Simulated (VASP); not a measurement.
Input of a VASP 6.6.1 run:

File INCAR:

```
SYSTEM = Sb2As2C
ALGO = Normal
EDIFF = 1E-7
ENCUT = 520
GGA = PE
ISIF = 2
ISMEAR = 0
LASPH = .True.
LCHARG = .False.
LREAL = .False.
LWAVE = .False.
NBANDS = 20
NELM = 100
PREC = Accurate
SIGMA = 0.1
```

The input KPOINTS:

```
k-points
0
Gamma
  6 6 6
  0 0 0
```

File POSCAR:

```
Sb2As2C
1.0
   -1.8587781500      1.8587781500      7.8797082600
    1.8587781500     -1.8587781500      7.8797082600
    1.8587781500      1.8587781500     -7.8797082600
Sb As C
2 2 1
Direct
    0.7500000000      0.2500000000      0.5000000000
    0.2500000000      0.7500000000      0.5000000000
    0.3495252100      0.3495252100      0.0000000000
    0.6504747900      0.6504747900      0.0000000000
    0.0000000000      0.0000000000      0.0000000000
```

Potentials or basis: VASP PAW PBE potentials, release 64 (Sb, As, C).

Run with:

```console
$ cat potpaw_PBE.64/Sb/POTCAR potpaw_PBE.64/As/POTCAR potpaw_PBE.64/C/POTCAR > POTCAR
$ mpirun -np 1 vasp_std > vasp.out
```

Task: Estimate the largest force.

Result: 9.525 eV/Å.

Task: Estimate the band gap on the k mesh.

Result: None (metal or under the smearing width).

Task: Predict the pressure.

Result: 54.2 GPa.

Stress tensor (GPa, compression positive):
```
64.71  0.00  0.00
 0.00 64.71  0.00
 0.00  0.00 33.19
```

Caveat: the k mesh is coarse (spacing up to 0.40 Å⁻¹), so the values aren't converged; a pressure of tens of GPa on the cell as given is suspect, and the run, the potentials or the cell itself is likely at fault; forces of over 1 eV/Å show positions far from the minimum, so gaps and moduli don't describe the material at rest. Spin-orbit coupling is left out, which matters for the levels of Sb.
